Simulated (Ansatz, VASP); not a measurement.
## One calculation of LuBC, two programs

```
Lu B C
1.0
     2.99107    0.00000    0.00000
    -1.49553    2.59034    0.00000
     0.00000    0.00000    7.74418
Lu B C
2 2 2
Direct
  0.00000 0.00000 0.00000
  0.00000 0.00000 0.50000
  0.66667 0.33333 0.25000
  0.33333 0.66667 0.75000
  0.66667 0.33333 0.75000
  0.33333 0.66667 0.25000
```

The cell comes from a database or a generator and needn't be the stable form of this composition.

Alike in both runs: task single point; functional PBEsol; k mesh 10 × 10 × 4; no spin polarisation.

|  | VASP | Ansatz |
| --- | --- | --- |
| version | VASP 6.6.1 | Ansatz 0.2.0 |
| potentials or method | VASP PAW PBE potentials, release 64 (Lu, B, C) | plane waves, PAW |
| plane-wave cutoff (eV) | 520 | 420 |
| occupations | methfessel-paxton of order 1, width 0.15 eV | cold, width 0.15 eV |
| valence electrons in the cell | 64 | 64 |

```csv
,VASP,Ansatz,Ansatz less VASP
pressure (GPa),-5.9,-6.8,-0.98
largest component of the traceless stress (GPa),0.57,0.47,-0.095
```

Caveats: the PAW data sets were made with another functional, which shifts forces and pressure a little (VASP). The runs have no spin-orbit coupling, so splittings on Lu are missing.
